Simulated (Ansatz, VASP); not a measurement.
**LaAs: VASP beside Ansatz**

One calculation is typed for both programs; each brings its own data sets. How far apart do they land? The cell is generated by rule, not measured, and may not be a known phase. The cell is taken from a series of runs on this material, whose earlier steps may have relaxed, scaled, displaced or heated it; both programs get it as it stands.

Method: plane waves, with VASP 6.6.1 beside it; relaxation of cell and atoms at PBEsol, in Ansatz 0.2.0.

## 1. Set-up

The structure is cubic, space group Pm-3m (No. 221). Conventional cell: a = 3.699 Å, b = 3.699 Å, c = 3.699 Å, α = 90.00°, β = 90.00°, γ = 90.00°. Nearest to La lie 8 As at 3.20 Å. Nearest to As lie 8 La at 3.20 Å. Farther neighbours are not listed.

Coordinates:

```xyz
2
Lattice="3.6987 0.0000 0.0000 0.0000 3.6987 0.0000 0.0000 0.0000 3.6987" Properties=species:S:1:pos:R:3 pbc="T T T"
La    0.0000    0.0000    0.0000
As    1.8494    1.8494    1.8494
```

## 2. VASP: relaxation of cell and atoms, PBEsol, pair 1

The relaxed volume is the usual yardstick between codes: in a stiff, nearly cubic crystal its relative difference is about their pressure difference at one cell divided by the bulk modulus.

Lines of VASP's logs that name or quote its potential files are left out, and so is its time.

Input file INCAR:

```
SYSTEM = LaAs
PREC = Accurate
ENCUT = 500
EDIFF = 1E-07
NELM = 200
ISMEAR = 0
SIGMA = 0.1
LREAL = .FALSE.
ALGO = Normal
GGA = PS
NBANDS = 14
LASPH = .TRUE.
LORBIT = 11
LWAVE = .FALSE.
LCHARG = .FALSE.
ISIF = 3
IBRION = 2
NSW = 80
EDIFFG = -0.005
GGA_COMPAT = .FALSE.
NELMIN = 4
LMAXMIX = 6
KPAR = 2
```

Input file POSCAR:

```
LaAs
1.0
    3.6987400000      0.0000000000      0.0000000000
    0.0000000000      3.6987400000      0.0000000000
    0.0000000000      0.0000000000      3.6987400000
La As
1 1
Direct
    0.0000000000      0.0000000000      0.0000000000
    0.5000000000      0.5000000000      0.5000000000
```

Input file KPOINTS:

```
Automatic mesh
0
Gamma
10 10 10
0 0 0
```

The projector-augmented-wave data sets are La and As (PBE family, release 64).

Launch:

```bash
$ mpirun -np 2 vasp_std
```

Numbers of over 12 decimals in the logs are rounded to 6 here.

The log of the run:

```text
[banner, memory and clock lines left out]
running    2 mpi-ranks, on    1 nodes
 distrk:  each k-point on    1 cores,    2 groups
 distr:  one band on    1 cores,    1 groups

 POSCAR found type information on POSCAR LaAs
 POSCAR found :  2 types and       2 ions
|                                                                             |
|               ----> ADVICE to this user running VASP <----                  |
|                                                                             |
|     You enforced a specific xc type in the INCAR file but a different       |
|     [... a line on the potential file left out ...]
|     I HOPE YOU KNOW WHAT YOU ARE DOING!                                     |
|                                                                             |

 LDA part: xc-table for (Slater+PW92), standard interpolation
 POSCAR, INCAR and KPOINTS ok, starting setup
 FFT: planning ... GRIDC
 FFT: planning ... GRID_SOFT
 FFT: planning ... GRID
 WAVECAR not read
 entering main loop
       N       E                     dE             d eps       ncg     rms          rms(c)
DAV:   1     0.126644406171E+03    0.12664E+03   -0.56295E+03  1592   0.145E+03
DAV:   2    -0.119756506545E+01   -0.12784E+03   -0.12018E+03  2016   0.214E+02
DAV:   3    -0.124958429645E+02   -0.11298E+02   -0.10808E+02  2234   0.975E+01
DAV:   4    -0.130537056322E+02   -0.55786E+00   -0.54645E+00  2798   0.170E+01
DAV:   5    -0.130789241839E+02   -0.25219E-01   -0.25171E-01  2388   0.337E+00    0.318E+00
DAV:   6    -0.129250471091E+02    0.15388E+00   -0.52684E-01  2766   0.387E+00    0.186E+00
DAV:   7    -0.129053081367E+02    0.19739E-01   -0.26743E-02  2716   0.158E+00    0.893E-01
DAV:   8    -0.129018770886E+02    0.34310E-02   -0.11141E-02  2260   0.108E+00    0.175E-01
DAV:   9    -0.129023596905E+02   -0.48260E-03   -0.45112E-03  2922   0.667E-01    0.917E-02
DAV:  10    -0.129022900976E+02    0.69593E-04   -0.52120E-04  2806   0.192E-01    0.471E-02
DAV:  11    -0.129023903388E+02   -0.10024E-03   -0.54157E-04  2142   0.161E-01    0.159E-02
DAV:  12    -0.129023988617E+02   -0.85229E-05   -0.82323E-05  2924   0.778E-02    0.149E-02
DAV:  13    -0.129024058111E+02   -0.69493E-05   -0.95234E-05  2262   0.683E-02    0.590E-03
DAV:  14    -0.129024057838E+02    0.27274E-07   -0.10122E-05  2788   0.321E-02    0.371E-03
DAV:  15    -0.129024059333E+02   -0.14946E-06   -0.14770E-06  2194   0.809E-03    0.170E-03
DAV:  16    -0.129024058997E+02    0.33613E-07   -0.22147E-07  2248   0.352E-03
   1 F= -.12902406E+02 E0= -.12900486E+02  d E =-.129024E+02
 curvature:   0.00 expect dE= 0.000E+00 dE for cont linesearch  0.000E+00
 trial: gam= 0.00000 g(F)=  0.000E+00 g(S)=  0.376E-02 ort = 0.000E+00 (trialstep = 0.100E+01)
 search vector abs. value=  0.376E-02
 bond charge predicted
       N       E                     dE             d eps       ncg     rms          rms(c)
DAV:   1    -0.129221416609E+02   -0.19736E-01   -0.60965E-01  2132   0.777E+00    0.688E-01
DAV:   2    -0.129073614378E+02    0.14780E-01   -0.50333E-02  2666   0.299E+00    0.330E-01
DAV:   3    -0.129031511055E+02    0.42103E-02   -0.24650E-02  2588   0.169E+00    0.985E-02
DAV:   4    -0.129029580290E+02    0.19308E-03   -0.25844E-03  2628   0.580E-01    0.428E-02
DAV:   5    -0.129030057925E+02   -0.47764E-04   -0.28534E-04  2800   0.159E-01    0.480E-02
DAV:   6    -0.129030430495E+02   -0.37257E-04   -0.12729E-04  2758   0.721E-02    0.293E-02
DAV:   7    -0.129030276867E+02    0.15363E-04   -0.15877E-04  2680   0.134E-01    0.415E-03
DAV:   8    -0.129030281289E+02   -0.44226E-06   -0.36505E-06  2246   0.149E-02    0.233E-03
DAV:   9    -0.129030286773E+02   -0.54830E-06   -0.39931E-06  2530   0.146E-02    0.812E-04
DAV:  10    -0.129030287414E+02   -0.64127E-07   -0.24735E-07  1988   0.309E-03
   2 F= -.12903029E+02 E0= -.12901057E+02  d E =-.622842E-03
 trial-energy change:   -0.000623  1 .order   -0.000596   -0.003759    0.002567
 step:   0.6003(harm=  0.5942)  dis= 0.00000  next Energy=   -12.903540 (dE=-0.113E-02)
 bond charge predicted
       N       E                     dE             d eps       ncg     rms          rms(c)
DAV:   1    -0.129066533512E+02   -0.36247E-02   -0.97100E-02  2108   0.307E+00    0.281E-01
DAV:   2    -0.129041907557E+02    0.24626E-02   -0.88563E-03  2676   0.129E+00    0.127E-01
DAV:   3    -0.129035522142E+02    0.63854E-03   -0.31123E-03  2596   0.593E-01    0.291E-02
DAV:   4    -0.129035391680E+02    0.13046E-04   -0.35922E-04  2606   0.206E-01    0.159E-02
DAV:   5    -0.129035396009E+02   -0.43289E-06   -0.89246E-05  2746   0.977E-02    0.172E-02
DAV:   6    -0.129035411897E+02   -0.15888E-05   -0.16522E-05  2800   0.253E-02    0.120E-02
DAV:   7    -0.129035382744E+02    0.29153E-05   -0.18988E-05  2684   0.466E-02    0.282E-03
DAV:   8    -0.129035384855E+02   -0.21108E-06   -0.69542E-07  2036   0.630E-03    0.160E-03
DAV:   9    -0.129035385323E+02   -0.46850E-07   -0.18218E-06  2404   0.877E-03    0.538E-04
DAV:  10    -0.129035385469E+02   -0.14561E-07   -0.10555E-07  1284   0.231E-03
   3 F= -.12903539E+02 E0= -.12901592E+02  d E =-.113265E-02
 curvature:  -0.30 expect dE=-0.158E-07 dE for cont linesearch -0.158E-07
 trial: gam= 0.00000 g(F)=  0.827E-67 g(S)=  0.531E-07 ort =-0.141E-04 (trialstep = 0.920E+00)
 search vector abs. value=  0.532E-07
 reached required accuracy - stopping structural energy minimisation
```

OUTCAR, selected parts (step 2):

```text
ion  position               nearest neighbor table
   1  0.000  0.000  0.000-   2 3.20   2 3.20   2 3.20   2 3.20   2 3.20   2 3.20   2 3.20   2 3.20

  LATTYP: Found a simple cubic cell.
 ALAT       =     3.6987400000

 Subroutine GETGRP returns: Found 48 space group operations
 (whereof 48 operations were pure point group operations)

The static configuration has the point symmetry O_h .

 Found     56 irreducible k-points:

   k-points           NKPTS =     56   k-points in BZ     NKDIM =     56   number of bands    NBANDS=     14

   dimension x,y,z NGX =    28 NGY =   28 NGZ =   28
   dimension x,y,z NGXF=    56 NGYF=   56 NGZF=   56

   ENCUT  =  500.0 eV  36.75 Ry    6.06 a.u.   6.74  6.74  6.74*2*pi/ulx,y,z

   NELECT =      16.0000    total number of electrons

 k-points in reciprocal lattice and weights: Automatic mesh
   0.00000000  0.00000000  0.00000000       0.001
   0.10000000  0.00000000  0.00000000       0.006
   0.20000000  0.00000000  0.00000000       0.006
   0.30000000  0.00000000  0.00000000       0.006
   0.40000000  0.00000000  0.00000000       0.006
   0.50000000  0.00000000  0.00000000       0.003
   0.10000000  0.10000000  0.00000000       0.012
   0.20000000  0.10000000  0.00000000       0.024
   0.30000000  0.10000000  0.00000000       0.024
[...]
0.50000000  0.50000000  0.40000000       0.006
   0.50000000  0.50000000  0.50000000       0.001

 average (electrostatic) potential at core
       1 -95.7518       2 -45.2870

 E-fermi :   7.9563

 k-point     1 :       0.0000    0.0000    0.0000
  band No.  band energies     occupation
    ...
      3      -7.9546      2.00000
      4      -7.9546      2.00000
      5      -2.8121      2.00000
      6       7.1062      2.00000
      7       7.1062      2.00000
      8       8.2484      0.00004
      9       8.2484      0.00004
     10       8.2484      0.00004
     11      10.2717      0.00000
     12      10.2717      0.00000
    ...

 k-point     2 :       0.1000    0.0000    0.0000
  band No.  band energies     occupation
    ...
      3      -7.9436      2.00000
      4      -7.9436      2.00000
      5      -2.6678      2.00000
      6       6.8375      2.00000
      7       7.1723      2.00000
      8       8.1348      0.01160
      9       8.1348      0.01160
     10       8.2685      0.00001
     11      10.2393      0.00000
     12      10.2690      0.00000
    ...

 k-point     3 :       0.2000    0.0000    0.0000
  band No.  band energies     occupation
    ...
      5      -2.2952      2.00000
      6       5.9145      2.00000
      7       7.3613      2.00000
      8       7.8363      1.91035
      9       7.8363      1.91035
     10       8.8295      0.00000
     11      10.1389      0.00000
     12      10.2662      0.00000
     13      10.2662      0.00000
     14      10.5224      0.00000

  Total        0.0008568      0.0008568      0.0008568      0.0000000      0.0000000     -0.0000000
  in kB        0.0274006      0.0274006      0.0274006      0.0000000      0.0000000     -0.0000000
  external PRESSURE =       0.0274006 kB  Pullay stress =       0.0000000 kB

  energy-cutoff  :      500.00
  volume of cell :       50.10
      direct lattice vectors                 reciprocal lattice vectors
     3.686532798 -0.000000000  0.000000000     0.271257589  0.000000000 -0.000000000
    -0.000000000  3.686532798  0.000000000     0.000000000  0.271257589  0.000000000
     0.000000000 -0.000000000  3.686532798    -0.000000000 -0.000000000  0.271257589

 POSITION                                       TOTAL-FORCE (eV/Angst)
 -----------------------------------------------------------------------------------
      0.00000      0.00000      0.00000         0.000000      0.000000      0.000000
      1.84327      1.84327      1.84327        -0.000000     -0.000000      0.000000
 -----------------------------------------------------------------------------------
    total drift:                               -0.000000      0.000000      0.000000

  FREE ENERGIE OF THE ION-ELECTRON SYSTEM (eV)
  ---------------------------------------------------
  free  energy   TOTEN  =       -12.9035385469 eV

  energy  without entropy=      -12.8996461145  energy(sigma->0) =      -12.90159233

 reached required accuracy - stopping structural energy minimisation

 total charge
# of ion       s       p       d       f       tot
--------------------------------------------------
    1        2.041   5.612   0.725   0.183   8.560
    2        1.221   1.578   0.017   0.000   2.815
--------------------------------------------------
tot          3.261   7.189   0.742   0.183  11.375

[... 3 further parts left out ...]
```

CONTCAR:

```
LaAs
   1.00000000000000
     3.6865327979449058   -0.0000000000000000    0.0000000000000000
    -0.0000000000000000    3.6865327979449058    0.0000000000000000
     0.0000000000000000   -0.0000000000000000    3.6865327979449058
  La              As
     1     1
Direct
     0.0000000000000000    0.0000000000000000    0.0000000000000000
     0.5000000000000000    0.5000000000000000    0.5000000000000000
```

## 3. Ansatz: relaxation of cell and atoms, PBEsol, pair 1

Ansatz runs on its default PAW (the set named soft_2) files.

The same cell, functional, mesh and smearing now go to Ansatz, which takes its cutoff from its data sets.

Input file input.yaml:

```yaml
crystal:
  lattice:
    - [3.69874, 0.0, 0.0]
    - [0.0, 3.69874, 0.0]
    - [0.0, 0.0, 3.69874]
  atoms:
    - { symbol: La, position: [0.0, 0.0, 0.0] }
    - { symbol: As, position: [0.5, 0.5, 0.5] }
kpoints:
  mp_grid: { grid: [10, 10, 10] }
hamiltonian:
  xc: pbesol
scf:
  occupations: { method: gaussian, width: 0.1 }
output:
  forces: true
  stress: true
  eigenvalues: true
relax:
  adjacent_minimum: "off"
  f_tol: 0.005
  max_steps: 80
  cell: { stress_tol: 0.05 }
```

Launch:

```bash
$ ansatz run input.yaml --threads 4 --pin off --max-ram 7168MiB --backend cpu --events-out ev --progress --plain --runs-dir out
```

The log of the run:

```text
Engine: ansatz 0.2.0, aarch64-unknown-linux-gnu
Pseudopotentials: kind: paw
Pseudopotential: La, paw, valence charge 11, recommended cutoff 420 eV (normal), La.paw.azcp
Pseudopotential: As, paw, valence charge 15, recommended cutoff 420 eV (normal), As.paw.azcp
Functional definition: PBEsol
  exchange = pbesol_x
  correlation = pbesol_c
Crystal: 2 atoms, lattice volume = 50.601 Å³
Basis set: ecut = 420 eV, 1021 PW (Γ), exchange–correlation on 50×50×50 points (8 copies of the dense FFT grid, shifted against one another)
Bands: 17, of which v1, the nominal top of the filled ones, is band 13 counted from 1 (12 counted from 0)
Symmetry: 48 space group operations
Space group: Pm-3m (ITA 221), of the structure as read, at distance tolerance 3.7e-5 Å
k-points: 56 of 1000
Non-local potential: La, projectors of the file, l = 0: 3, l = 1: 2, l = 2: 2, l = 3: 3
Non-local potential: As, projectors of the file, l = 0: 2, l = 1: 2, l = 2: 3, l = 3: 1
PAW form: soft (Blöchl's): semilocal exchange-correlation on the pseudo side does not see the compensation charge
PAW frozen core: La, regenerated for the run's functional, and the local potential with it (the file was generated under x = pbe(κ = 0.804, μ = 0.219515), c = pbe(β = 0.066725))
PAW frozen core: As, regenerated for the run's functional, and the local potential with it (the file was generated under x = pbe(κ = 0.804, μ = 0.219515), c = pbe(β = 0.066725))
PAW one-centre angular grid: La, 590 points (default); XC on 64 Gauss nodes
PAW one-centre angular grid: As, 590 points (default); XC on 64 Gauss nodes
Initial density: superposition of atomic densities (neutral atoms: chi_scale 0, normalization atom), corrected by the library's trained network
Initial wavefunctions: pseudopotential atomic-orbital guess
Functional: x = pbesol(κ = 0.804, μ = 0.123457), c = pbesol(β = 0.046)
SCF iter   1: F=—  HF=-10976.754232 eV  |F-HF|=—  |Δ(HF+E_count)|=         —  Δρ=5.95e-3  dr2=2.58e-2  ethr=1.77e-3  ⟨swp⟩=4.1  Hψ=3824  notcnv=0
preconditioner: auto → Resta (q_TF=auto, 2.442 Å⁻¹)  ε∞=4.2  [insulator: Δε(μ)=0.148 eV  Ē_g=10.908 eV  σ=0.100 eV  W_gap=0.52  n_scr=18 (ndim 8)  ℏωp=19.5 eV  f_vac=0.000  D(μ)=0.74/eV (n_scr^D=0)  ε∞_Penn≈4.2]
SCF iter   2: F=—  HF=-10976.748828 eV  |F-HF|=—  |Δ(HF+E_count)|=   5.40e-3  Δρ=3.06e-3  dr2=4.31e-3  ethr=9.92e-5  ⟨swp⟩=1.5  Hψ=1455  notcnv=0
preconditioner: auto → Kerker (q_TF=auto, 2.442 Å⁻¹)  [metal: Δε(μ)=0.001 eV  Ē_g=10.875 eV  σ=0.100 eV  W_gap=0.00  n_scr=18 (ndim 8)  ℏωp=19.5 eV  f_vac=0.000  D(μ)=0.75/eV (n_scr^D=0)]
SCF iter   3: F=—  HF=-10976.748099 eV  |F-HF|=—  |Δ(HF+E_count)|=   7.29e-4  Δρ=8.61e-4  dr2=3.53e-4  ethr=1.66e-5  ⟨swp⟩=2.0  Hψ=1904  notcnv=0
SCF iter   4: F=—  HF=-10976.748045 eV  |F-HF|=—  |Δ(HF+E_count)|=   5.37e-5  Δρ=4.16e-4  dr2=7.87e-5  ethr=1.36e-6  ⟨swp⟩=2.0  Hψ=1674  notcnv=0
SCF iter   5: F=—  HF=-10976.748068 eV  |F-HF|=—  |Δ(HF+E_count)|=   2.30e-5  Δρ=1.23e-4  dr2=6.86e-6  ethr=3.03e-7  ⟨swp⟩=2.3  Hψ=1619  notcnv=0
SCF iter   6: F=—  HF=-10976.748070 eV  |F-HF|=—  |Δ(HF+E_count)|=   2.21e-6  Δρ=1.98e-5  dr2=1.40e-7  ethr=2.64e-8  ⟨swp⟩=2.1  Hψ=1188  notcnv=0
SCF iter   7: F=-10976.748071 eV  HF=-10976.748071 eV  |F-HF|=2.87e-9  |Δ(HF+E_count)|=   9.79e-8  Δρ=3.60e-6  dr2=4.41e-9  ethr=3.85e-10  ⟨swp⟩=5.2  Hψ=4431  notcnv=0
SCF 1 converged in 7 iterations: F = -10976.748071 eV  dr2 = 4.41e-9
  greatest PAW one-centre occupation: 0.999 electrons in one spin orbital (limit 2), on the As atom at site 1 (counted from 0), in its partial waves of l = 2
relax step   1: F+E_penalty+E_count = -10976.74807057 eV  Δ(F+E_penalty+E_count) = +0.000e0 eV  max|allowed force component| = 8.217e-31 eV/Å  Δτ_max = 0.0000 Å  P = -0.789 GPa  Ω = 50.601 Å³  (7 SCF iters, dr2 threshold 1.00e-7 eV, accepted)
[...]
relax step   2: F+E_penalty+E_count = -10976.74889405 eV  Δ(F+E_penalty+E_count) = -8.235e-4 eV  max|allowed force component| = 1.643e-31 eV/Å  Δτ_max = 0.0000 Å  P = +0.545 GPa  Ω = 49.688 Å³  energy of the carried Pulay correction = +6.794e-5 eV  (5 SCF iters, dr2 threshold 2.00e-7 eV, accepted)
[...]
relax step   3: F+E_penalty+E_count = -10976.74947899 eV  Δ(F+E_penalty+E_count) = -5.849e-4 eV  max|allowed force component| = 3.944e-31 eV/Å  Δτ_max = 0.0000 Å  P = -0.009 GPa  Ω = 50.057 Å³  energy of the carried Pulay correction = +4.034e-5 eV  (4 SCF iters, dr2 threshold 2.00e-7 eV, accepted)
[...]
relax step   4: F+E_penalty+E_count = -10976.74943956 eV  Δ(F+E_penalty+E_count) = +3.942e-5 eV  max|allowed force component| = 1.233e-31 eV/Å  Δτ_max = 0.0000 Å  P = -0.010 GPa  Ω = 50.057 Å³  stress off target by 9.75e-3 GPa  SCF on the basis re-selected at this cell (its energy is not comparable with the rows above)  (6 SCF iters)
basis re-selected at this cell: Δ(F+E_penalty+E_count) = +3.942e-5 eV, ΔP = -0.000 GPa vs the last step (what re-selecting the basis moved, of the pressure what is left beyond the Pulay correction that the steps carried, after the strain that the cell walked since its last selection, with what the two solves' SCF thresholds leave and, on support functions, any second-order correction that the steps lacked; it is no m [...]
SCF converged after 6 iterations
Free energy (F): -10976.749440 eV
Harris-Foulkes:  -10976.749440 eV  (|F-HF|=0.00e0)
Internal energy: -10976.745616 eV  (E = F + TS)
E sigma→0 (E₀):  -10976.747528 eV
Entropy (-TS):   -0.003824 eV (-1.912 meV/atom)
Fermi energy:    12.576994 eV
--- Per-component energies (eV) ---
  E_band       = -209.801827
  E_kinetic    = 297.185668
  E_local      = -1984.884310  (includes V_loc(G=0)·N_el)
  E_nonlocal   = -569.768204
  E_hartree    = 1055.591692
  E_xc         = -218.159221
  E_vxc        = -228.020242  (∫ρ·V_xc dr)
  E_paw        = -7123.004130  (= ΣΔE_a)
  E_vpaw       = 164.501825  (= ΣTr[D̂ρ^β])
  E_aug_tail   = 0.000007  (compensation charges beyond the density's cutoff)
  E_ewald      = -2434.843056
  E_core_change = 1.135938  (= ΣΔE_core)
  E_smearing   = -0.003824  (= −TS)
  E_closure    = 0.000000  (closes the sum)
  Σ components = -10976.749440   (vs F -10976.749440, Δ=0.00e0)
--- Forces (eV/Å), atoms counted from 1 ---
  atom   1  La    -0.00000000    -0.00000000     0.00000000
  atom   2  As     0.00000000     0.00000000     0.00000000
  max |Σ_I F_I| component: 8.22e-32 eV/Å
--- Stress (GPa, compression-positive) ---
       -0.009755      -0.000000      -0.000000
       -0.000000      -0.009755      -0.000000
       -0.000000      -0.000000      -0.009755
  P = ⅓ Tr σ = -0.0098 GPa (-0.098 kbar)
--- Band table (eV; the first three rows and the last of 56) ---
  k-point 0: bands = [... 9 lower, 1.7932, 11.7357, 11.7357, 12.8537, 12.8537, 12.8537, 14.7793, 14.7793]
  k-point 1: bands = [... 9 lower, 1.9383, 11.4648, 11.8017, 12.7433, 12.7433, 12.8754, 14.7488, 14.7780]
  k-point 2: bands = [... 9 lower, 2.3124, 10.5374, 11.9903, 12.4510, 12.4510, 13.4296, 14.6542, 14.7775]
  k-point 55: bands = [... 9 lower, 3.7377, 8.5815, 8.5815, 8.5815, 14.8078, 14.8078, 14.8078, 15.1176]
--- Relaxed structure (3 steps of the walk, 3 accepted, 1 SCFs on fresh bases) ---
  F+E_penalty+E_count = -10976.74943956 eV   max|allowed force component| = 1.233e-31 eV/Å   (the final SCF, on the basis selected at the relaxed cell)
  cell:  # Å, volume = 50.0571 Å³
    - [3.685434, 0, 0]
    - [0, 3.685434, 0.0]
    - [0, 0.0, 3.685434]
  atoms:
    - { symbol: La, position: [0, 0, 0] }
    - { symbol: As, position: [0.5, 0.5, 0.5] }
```

## 4. Differences

Known differences besides the potentials themselves: the data sets hold 26 valence electrons in Ansatz (on its default PAW (the set named soft_2) files) and 16 in VASP; the cutoff is 420 eV in Ansatz and 500 eV in VASP; Ansatz makes its cores anew for this functional, VASP keeps those of its PBE data sets; Ansatz adds a Pulay correction to the stress that steers its cell, VASP none. Total energies have different zeros and are not compared.

Both answers:

```csv
quantity,Ansatz,VASP,difference
volume (Å³),50.06,50.10,-0.09 %
"edge a after relaxation, in the typed setting (Å)",3.685,3.687,-0.03 %
```

(Continued in part 2 of 2.)

[Lines on the potential files, build, host, timing and source positions are cut from VASP's logs without a mark.]

[Logs are printed without paths, hosts, clocks, repeated set-up lines and the standing remarks that a program may print on its own settings, such as how far it seeks lower states.]

[Hosts, paths, dates, database ids (printed as entryN), source tags and the programs' standing remarks are cut or masked in the printed files.]
